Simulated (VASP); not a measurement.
# MgGeSe2 (P4/mmm) in VASP: notebook

One crystal, MgGeSe2, is run at these levels: PBE; tasks: single point.

All numbers are computed with VASP 6.6.1; they aren't measurements. Logs are shortened: lines on timing, memory, paths and dates and some standing lists are left out, and cuts for length are marked.

### 1 Starting point

Symmetry: P4/mmm, No. 123, tetragonal system. Conventional cell: a = 5.174 Å, b = 5.174 Å, c = 2.839 Å, α = 90.00°, β = 90.00°, γ = 90.00°. Mg (site symmetry 4/mmm) has 2 Mg at 2.84 Å and 8 Se at 2.95 Å as nearest neighbours. Around Ge (site symmetry 4/mmm) lie 4 Se at 2.59 Å and 2 Ge at 2.84 Å. Se (site symmetry mmm) is surrounded by 2 Ge at 2.59 Å and 2 Se at 2.84 Å and 4 Mg at 2.95 Å.

The cell was built by a generator and needn't be a form met in nature.

### 2 Single point, PBE

Input file INCAR:

```
ALGO = Normal
EDIFF = 1E-6
ENCUT = 520
GGA = PE
ISIF = 2
ISMEAR = 0
LASPH = T
LCHARG = F
LREAL = F
LWAVE = F
NBANDS = 22
NELM = 100
PREC = Accurate
SIGMA = 0.1
```

Input file KPOINTS:

```
k-points
0
Gamma
  4 4 6
```

Input file POSCAR:

```
MgGeSe2
1.0
    5.1739657600      0.0000000000      0.0000000000
    0.0000000000      5.1739657600      0.0000000000
    0.0000000000      0.0000000000      2.8391392300
Mg Ge Se
1 1 2
Direct
    0.5000000000      0.5000000000      0.5000000000
    0.0000000000      0.0000000000      0.0000000000
    0.5000000000      0.0000000000      0.0000000000
    0.0000000000      0.5000000000      0.0000000000
```

Potentials or basis: VASP PAW PBE potentials, release 64 (Mg, Ge_d, Se).

Run with:

```bash
> cat potpaw_PBE.64/Mg/POTCAR potpaw_PBE.64/Ge_d/POTCAR potpaw_PBE.64/Se/POTCAR > POTCAR
> mpirun -np 1 vasp_std > vasp.out
```

OUTCAR:

```text
EDIFF = 1E-6
   ENCUT = 520
   GGA = PE
   ISIF = 2
   ISMEAR = 0
   LASPH = T
   LREAL = F
   NELM = 100
   PREC = Accurate

 ion  position               nearest neighbor table
   1  0.500  0.500  0.500-   3 2.95   4 2.95   3 2.95   4 2.95   3 2.95   3 2.95   4 2.95   4 2.95

   2  0.000  0.000  0.000-   3 2.59   4 2.59   4 2.59   3 2.59
   3  0.500  0.000  0.000-   2 2.59   2 2.59   1 2.95   1 2.95   1 2.95   1 2.95
   4  0.000  0.500  0.000-   2 2.59   2 2.59   1 2.95   1 2.95   1 2.95   1 2.95

  LATTYP: Found a simple tetragonal cell.
 ALAT       =     5.1739657600
 C/A-ratio  =     0.5487356047

  Lattice vectors:

 A1 = (   5.1739657600,   0.0000000000,   0.0000000000)
 A2 = (   0.0000000000,   5.1739657600,   0.0000000000)
 A3 = (   0.0000000000,   0.0000000000,   2.8391392300)

Analysis of symmetry for initial positions (statically):
=====================================================================
 Subroutine PRICEL returns:
 Original cell was already a primitive cell.

 Routine SETGRP: Setting up the symmetry group for a
 simple tetragonal supercell.

 Subroutine GETGRP returns: Found 16 space group operations
 (whereof 16 operations were pure point group operations)
 out of a pool of 16 trial point group operations.

The static configuration has the point symmetry D_4h.

Analysis of symmetry for dynamics (positions and initial velocities):
=====================================================================
 Subroutine PRICEL returns:
 Original cell was already a primitive cell.

 Routine SETGRP: Setting up the symmetry group for a
 simple tetragonal supercell.

 Subroutine GETGRP returns: Found 16 space group operations
 (whereof 16 operations were pure point group operations)
 out of a pool of 16 trial point group operations.

The dynamic configuration has the point symmetry D_4h.

 Subroutine INISYM returns: Found 16 space group operations
 (whereof 16 operations are pure point group operations),
 and found     1 'primitive' translations

----------------------------------------------------------------------------------------

                                     Primitive cell

  volume of cell :      76.0035

  direct lattice vectors                    reciprocal lattice vectors
     5.173965760  0.000000000  0.000000000     0.193275342  0.000000000  0.000000000
     0.000000000  5.173965760  0.000000000     0.000000000  0.193275342  0.000000000
     0.000000000  0.000000000  2.839139230     0.000000000  0.000000000  0.352219430

  length of vectors
     5.173965760  5.173965760  2.839139230     0.193275342  0.193275342  0.352219430

  position of ions in fractional coordinates (direct lattice)
     0.500000000  0.500000000  0.500000000
     0.000000000  0.000000000  0.000000000
     0.500000000  0.000000000  0.000000000
     0.000000000  0.500000000  0.000000000

  ion indices of the primitive-cell ions
   primitive index   ion index
                 1           1
                 2           2
                 3           3
                 4           4

----------------------------------------------------------------------------------------

 KPOINTS: k-points

Automatic generation of k-mesh.
 Grid dimensions read from file:
 generate k-points for:    4    4    6

 Generating k-lattice:

  Cartesian coordinates                     Fractional coordinates (reciprocal lattice)
     0.048318835  0.000000000  0.000000000     0.250000000  0.000000000  0.000000000
     0.000000000  0.048318835  0.000000000     0.000000000  0.250000000  0.000000000
     0.000000000  0.000000000  0.058703238     0.000000000  0.000000000  0.166666667

  Length of vectors
     0.048318835  0.048318835  0.058703238

  Shift w.r.t. Gamma in fractional coordinates (k-lattice)
     0.000000000  0.000000000  0.000000000

 Subroutine IBZKPT returns following result:
 ===========================================

 Found     24 irreducible k-points:

 Following reciprocal coordinates:
            Coordinates               Weight
  0.000000  0.000000  0.000000      1.000000
  0.250000  0.000000  0.000000      4.000000
  0.500000  0.000000  0.000000      2.000000
  0.250000  0.250000  0.000000      4.000000
  0.500000  0.250000  0.000000      4.000000
  0.500000  0.500000  0.000000      1.000000
[... 16 lines left out ...]
  0.500000  0.250000  0.500000      4.000000
  0.500000  0.500000  0.500000      1.000000
   k-points           NKPTS =     24   k-points in BZ     NKDIM =     24   number of bands    NBANDS=     22
   number of dos      NEDOS =    301   number of ions     NIONS =      4
   total plane-waves  NPLWV =  38400
   dimension x,y,z NGX =    40 NGY =   40 NGZ =   24
   dimension x,y,z NGXF=    80 NGYF=   80 NGZF=   48
   ions per type =               1   1   2
   NGX,Y,Z   is equivalent  to a cutoff of  12.85, 12.85, 14.05 a.u.
   NGXF,Y,Z  is equivalent  to a cutoff of  25.70, 25.70, 28.11 a.u.
 SYSTEM =  unknown system
   PREC   = accura    normal or accurate (medium, high low for compatibility)
   ISTART =      0    job   : 0-new  1-cont  2-samecut
   ICHARG =      2    charge: 1-file 2-atom 10-const
   ISPIN  =      1    spin polarized calculation?
   LNONCOLLINEAR =      F non collinear calculations
   LSORBIT =      F    spin-orbit coupling
   LASPH  =      T    aspherical Exc in radial PAW
   ENCUT  =  520.0 eV  38.22 Ry    6.18 a.u.   9.62  9.62  5.28*2*pi/ulx,y,z
   NELM   =    100;   NELMIN=  2; NELMDL= -5     # of ELM steps
   EDIFF  = 0.1E-05   stopping-criterion for ELM
   LREAL  =      F    real-space projection
   EDIFFG = 0.1E-04   stopping-criterion for IOM
   NSW    =      0    number of steps for IOM
   IBRION =     -1    ionic relax: 0-MD 1-quasi-New 2-CG
   NFREE  =      0    steps in history (QN), initial steepest desc. (CG)
   ISIF   =      2    stress and relaxation
   ISYM   =      2    0-nonsym 1-usesym 2-fastsym
   POTIM  = 0.5000    time-step for ionic-motion
   TEBEG  =    0.0;   TEEND  =   0.0 temperature during run
   PSTRESS=    0.0 pullay stress
   NELECT =      28.0000    total number of electrons
   NUPDOWN=      -1.0000    fix difference up-down
   EMIN   =  10.00;   EMAX   =-10.00  energy-range for DOS
   EFERMI =   0.00;   METHOD = LEGACY
   ISMEAR =     0;   SIGMA  =   0.10  broadening in eV -4-tet -1-fermi 0-gaus
   EFERMI_NEDOS =   21; number of points for ismear=-14 and -15
   IALGO  =     38    algorithm
   IMIX   =      4    mixing-type and parameters
     AMIX     =   0.40;   BMIX     =  1.00
     AMIX_MAG =   1.60;   BMIX_MAG =  1.00
  volume/ion in A,a.u.               =      19.00       128.22
  Fermi-wavevector in a.u.,A,eV,Ry     =   1.173590  2.217763 18.739474  1.377312
  Thomas-Fermi vector in A             =   2.310000
   LORBIT       =      0    0 simple, 1 ext, 2 COOP (PROOUT), +10 PAW based schemes
   GGA     = PE    functional components
   LHFCALC =     F    Hartree Fock is set to
   AEXX    =    0.0000 exact exchange contribution
   IVDW    =     0    specifies the selected vdW correction
   LEPSILON=     F    determine dielectric tensor
   LRPA    =     F    only Hartree local field effects (RPA)
 non-spin polarized calculation
 Gauss-broadening in eV      SIGMA  =   0.10
  energy-cutoff  :      520.00
  volume of cell :       76.00
 maximum number of plane-waves:      2084
 NGX is ok and might be reduce to    40
   NGX = 19   NGY = 19   NGZ = 11

 number of electron      28.0000007 magnetization

 Free energy of the ion-electron system (eV)
  ---------------------------------------------------
  ext. energy  EPLUGINS =         0.00000000
  ---------------------------------------------------
  free energy    TOTEN  =       -13.59197517 eV

  energy without entropy =      -13.58788955  energy(sigma->0) =      -13.58993236

 E-fermi :   6.1799     XC(G=0): -10.3814

 val. band max:        6.1011529167   @ k =   0.5000   0.5000   0.0000
 cond. band min:       6.2312738134   @ k =   0.5000   0.2500   0.0000
 fundamental gap:      0.1301208966
 Fermi energy:         6.1799446640

 k-point     1 :       0.0000    0.0000    0.0000
  band No.  band energies     occupation
      1     -18.8989      2.00000
      2     -18.8677      2.00000
      3     -18.8379      2.00000
      4     -18.7578      2.00000
      5     -18.7578      2.00000
      6      -9.5667      2.00000
[... 14 lines left out ...]
     21      15.3334      0.00000
     22      15.5966      0.00000

 k-point     2 :       0.2500    0.0000    0.0000
  band No.  band energies     occupation
      1     -18.8978      2.00000
      2     -18.8678      2.00000
      3     -18.8375      2.00000
      4     -18.7579      2.00000
      5     -18.7578      2.00000
      6      -9.3490      2.00000
[... 14 lines left out ...]
     21      13.9705      0.00000
     22      14.9974      0.00000

 k-point     3 :       0.5000    0.0000    0.0000
  band No.  band energies     occupation
      1     -18.8968      2.00000
      2     -18.8680      2.00000
      3     -18.8372      2.00000
      4     -18.7580      2.00000
      5     -18.7578      2.00000
      6      -8.8702      2.00000
[... 14 lines left out ...]
     21      14.0237      0.00000
     22      14.3294      0.00000
[... 476 lines left out ...]
 k-point    23 :       0.5000    0.2500    0.5000
  band No.  band energies     occupation
      1     -18.8888      2.00000
      2     -18.8625      2.00000
      3     -18.8076      2.00000
      4     -18.8074      2.00000
      5     -18.7025      2.00000
      6      -6.5782      2.00000
[... 14 lines left out ...]
     21      11.8706      0.00000
     22      13.1645      0.00000

 k-point    24 :       0.5000    0.5000    0.5000
  band No.  band energies     occupation
      1     -18.8880      2.00000
      2     -18.8626      2.00000
      3     -18.8076      2.00000
      4     -18.8076      2.00000
      5     -18.7021      2.00000
      6      -6.4622      2.00000
[... 14 lines left out ...]
     21      12.5021      0.00000
     22      13.3816      0.00000

------------------------ aborting loop because EDIFF is reached ----------------------------------------

  FORCE on cell =-STRESS in cart. coord.  units (eV):
  Direction    XX          YY          ZZ          XY          YZ          ZX
  --------------------------------------------------------------------------------------
  -------------------------------------------------------------------------------------
  Total        2.1580543      2.1580543      9.4694690      0.0000000     -0.0000000      0.0000000
  in kB       45.4924321     45.4924321    199.6192492      0.0000000     -0.0000000      0.0000000
  external PRESSURE =      96.8680378 kB  Pullay stress =       0.0000000 kB

 VOLUME and BASIS-vectors are now :
 -----------------------------------------------------------------------------
  energy-cutoff  :      520.00
  volume of cell :       76.00
      direct lattice vectors                 reciprocal lattice vectors
     5.173965760  0.000000000  0.000000000     0.193275342  0.000000000  0.000000000
     0.000000000  5.173965760  0.000000000     0.000000000  0.193275342  0.000000000
     0.000000000  0.000000000  2.839139230     0.000000000  0.000000000  0.352219430

 POSITION                                       TOTAL-FORCE (eV/Angst)
 -----------------------------------------------------------------------------------
      2.58698      2.58698      1.41957         0.000000      0.000000      0.000000
      0.00000      0.00000      0.00000         0.000000      0.000000      0.000000
      2.58698      0.00000      0.00000         0.000000      0.000000      0.000000
      0.00000      2.58698      0.00000         0.000000      0.000000      0.000000
 -----------------------------------------------------------------------------------
    total drift:                               -0.000000      0.000000     -0.000000

  FREE ENERGIE OF THE ION-ELECTRON SYSTEM (eV)
  ---------------------------------------------------
  free  energy   TOTEN  =       -13.5919751706 eV

  energy  without entropy=      -13.5878895477  energy(sigma->0) =      -13.58993236
```

Run time: 55 s. Hardware: 1 thread of AMD EPYC 7R43 (Zen 3), shared host; peak memory 0.17 GiB.

What came out:

```yaml
Free_energy: -13.5920 eV
Pressure: 9.7 GPa
Band_gap_on_the_k_mesh: none (metal or under the smearing width)
```

Caveat: the k mesh is coarse (spacing up to 0.37 Å⁻¹), so the values aren't converged.

### 3 Single point, PBE

This run uses another cell than the first one, of 21.90 Å³/atom, 1.152 times its volume.

Input file INCAR:

```
PREC = Accurate
ENCUT = 520
EDIFF = 1E-6
ISMEAR = 0
SIGMA = 0.1
LREAL = False
LASPH = True
NELM = 100
ALGO = Fast
ISIF = 2
LWAVE = False
LCHARG = False
GGA = PE
NBANDS = 22
```

Input file KPOINTS:

```
Automatic mesh
0
Gamma
  10 10 14
```

Input file POSCAR:

```
MgGeSe2
1.0
    5.2802885251      0.0000000000      0.0000000000
    0.0000000000      5.2802885251      0.0000000000
    0.0000000000      0.0000000000      3.1411756645
Mg Ge Se
1 1 2
Direct
    0.5000000000      0.5000000000      0.5000000000
    0.0000000000      0.0000000000      0.0000000000
    0.5000000000      0.0000000000      0.0000000000
    0.0000000000      0.5000000000      0.0000000000
```

Potentials or basis: VASP PAW PBE potentials, release 64 (Mg, Ge_d, Se).

Run with:

```bash
> cat potpaw_PBE.64/Mg/POTCAR potpaw_PBE.64/Ge_d/POTCAR potpaw_PBE.64/Se/POTCAR > POTCAR
> mpirun -np 1 vasp_std > vasp.out
```

Wall time 3.1 min (1 thread of Intel Xeon Platinum 8488C (Sapphire Rapids), shared host); peak memory 0.45 GiB.

The run converged. Its results:

```
Free energy            : -14.0547 eV
Pressure               : 0.0 GPa
Band gap on the k mesh : none (metal or under the smearing width)
```

Stress tensor (GPa, compression positive):
```
 0.00  0.00  0.00
 0.00  0.00  0.00
 0.00  0.00 -0.11
```

Levels at points of the mesh, in eV from the Fermi level:
```csv
k point,band 12,band 13,band 14,band 15,band 16,band 17
"(0.00, 0.00, 0.00)",-3.00,-1.67,0.04,1.05,3.30,5.64
"(0.50, 0.00, 0.00)",-1.05,0.31,0.50,0.66,2.62,4.17
"(0.50, 0.50, 0.00)",0.13,0.55,0.55,0.69,0.69,3.34
"(0.00, 0.00, 0.50)",-4.21,-1.75,-1.75,-0.66,1.09,2.11
"(0.50, 0.00, 0.50)",-3.19,-2.62,-1.33,0.32,1.50,2.03
"(0.50, 0.50, 0.50)",-2.66,-1.24,-0.72,-0.27,1.75,2.12
```
